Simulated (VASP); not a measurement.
Level of theory: r2SCAN meta-GGA, VASP's PBE PAW potentials (set 64) (plane waves; VASP 6.6.1).

VASP ran on this input.

File POSCAR:
```
GeW
1
    0.0000000000     2.5606326020     2.5606326020
    2.5606326020     0.0000000000     2.5606326020
    2.5606326020     2.5606326020     0.0000000000
Ge W
1 1
Direct
  0.0000000000   0.0000000000   0.0000000000
  0.5000000000   0.5000000000   0.5000000000
```

KPOINTS:
```
Automatic mesh
0
Gamma
14 14 14
0 0 0
```

**INCAR**
```
ISMEAR=-5
LORBIT=11   # lm-projected
LASPH=.True.   # aspherical one-centre terms
LMAXMIX=6
EDIFF=1E-7   # SCF stop (eV)
ENCUT=400   # plane-wave cut-off (eV)
PREC=Accurate
LMIXTAU=.True.
SYSTEM=GeW
METAGGA=R2SCAN
NEDOS=601
LCHARG=.False.
LREAL=.False.   # projection in real space or not
LWAVE=.False.
NELM=100
ISIF=2
ALGO=Normal   # blocked Davidson
```

KPOINTS_OPT:
```
k-points along high-symmetry lines
10
Line-mode
Reciprocal
  0.000000   0.000000   0.000000 ! GAMMA
  0.500000   0.000000   0.500000 ! X

  0.500000   0.000000   0.500000 ! X
  0.625000   0.250000   0.625000 ! U

  0.375000   0.375000   0.750000 ! K
  0.000000   0.000000   0.000000 ! GAMMA

  0.000000   0.000000   0.000000 ! GAMMA
  0.500000   0.500000   0.500000 ! L

  0.500000   0.500000   0.500000 ! L
  0.500000   0.250000   0.750000 ! W

  0.500000   0.250000   0.750000 ! W
  0.500000   0.000000   0.500000 ! X
```

POTCAR, in this order: Ge_d W_sv (PBE.64 set). Program: vasp_std.

Output

OSZICAR:
```
       N       E                     dE             d eps       ncg     rms          rms(c)
DAV:   1     0.155491463047E+03    0.15549E+03   -0.14811E+04  4160   0.327E+03
DAV:   2    -0.531663180226E+02   -0.20866E+03   -0.20556E+03  3882   0.563E+02
DAV:   3    -0.688443930228E+02   -0.15678E+02   -0.15150E+02  4426   0.124E+02
DAV:   4    -0.692880461324E+02   -0.44365E+00   -0.43774E+00  4306   0.192E+01
DAV:   5    -0.692956652870E+02   -0.76192E-02   -0.75798E-02  4452   0.273E+00    0.195E+01
DAV:   6    -0.631980178356E+02    0.60976E+01   -0.49299E+00  3928   0.210E+01    0.297E+00
DAV:   7    -0.633459619990E+02   -0.14794E+00   -0.21451E-01  3986   0.408E+00    0.230E+00
DAV:   8    -0.633132353727E+02    0.32727E-01   -0.27222E-01  3874   0.479E+00    0.704E-01
DAV:   9    -0.633462283614E+02   -0.32993E-01   -0.13224E-01  3778   0.285E+00    0.319E-01
DAV:  10    -0.633565698020E+02   -0.10341E-01   -0.72539E-03  3820   0.609E-01    0.154E-01
DAV:  11    -0.633564815245E+02    0.88277E-04   -0.23005E-03  3988   0.403E-01    0.154E-01
DAV:  12    -0.633568853029E+02   -0.40378E-03   -0.13913E-03  3774   0.334E-01    0.131E-02
DAV:  13    -0.633568862879E+02   -0.98501E-06   -0.88863E-05  4146   0.955E-02    0.819E-03
DAV:  14    -0.633569000667E+02   -0.13779E-04   -0.39713E-06  4384   0.210E-02    0.360E-03
DAV:  15    -0.633569010871E+02   -0.10204E-05   -0.65869E-06  3836   0.222E-02    0.396E-03
DAV:  16    -0.633569070732E+02   -0.59862E-05   -0.10946E-06  3068   0.956E-03    0.184E-03
DAV:  17    -0.633569054714E+02    0.16018E-05   -0.51308E-07  2952   0.542E-03    0.415E-04
DAV:  18    -0.633569054095E+02    0.61880E-07   -0.23811E-08  1928   0.165E-03
   1 F= -.63356905E+02 E0= -.63356905E+02  d E =0.000000E+00
       N       E                     dE             ncg
```

### OUTCAR
```
------------------------ aborting loop because EDIFF is reached ----------------------------------------
  FORCE on cell =-STRESS in cart. coord.  units (eV):
  Direction    XX          YY          ZZ          XY          YZ          ZX
  --------------------------------------------------------------------------------------
  Total       -0.0078471     -0.0078471     -0.0078471      0.0000000     -0.0000000     -0.0000000
  in kB       -0.3744117     -0.3744117     -0.3744117      0.0000000     -0.0000000     -0.0000000
  external PRESSURE =      -0.3744117 kB  Pullay stress =       0.0000000 kB
  volume of cell :       33.58
      direct lattice vectors                 reciprocal lattice vectors
     0.000000000  2.560632602  2.560632602    -0.195264248  0.195264248  0.195264248
     2.560632602  0.000000000  2.560632602     0.195264248 -0.195264248  0.195264248
     2.560632602  2.560632602  0.000000000     0.195264248  0.195264248 -0.195264248
 POSITION                                       TOTAL-FORCE (eV/Angst)
 -----------------------------------------------------------------------------------
      0.00000      0.00000      0.00000         0.000000      0.000000     -0.000000
      2.56063      2.56063      2.56063        -0.000000     -0.000000      0.000000
 -----------------------------------------------------------------------------------
    total drift:                                0.000000     -0.000000     -0.000000
  FREE ENERGIE OF THE ION-ELECTRON SYSTEM (eV)
  ---------------------------------------------------
  free  energy   TOTEN  =       -63.3569054095 eV

  energy  without entropy=      -63.3569054095  energy(sigma->0) =      -63.35690541

 total charge

# of ion       s       p       d       tot
------------------------------------------
    1        1.106   1.479  10.098  12.683
    2        2.294   6.204   3.439  11.937
--------------------------------------------------
tot          3.400   7.683  13.538  24.620
```
(Selected blocks of OUTCAR.)

For a metal the tetrahedron method with Blöchl corrections gives inexact stress and forces.

The structure was generated: GeW was put into the rocksalt type (Fm-3m), which need not be its known phase. It was relaxed first, which changed the volume by -25 %.
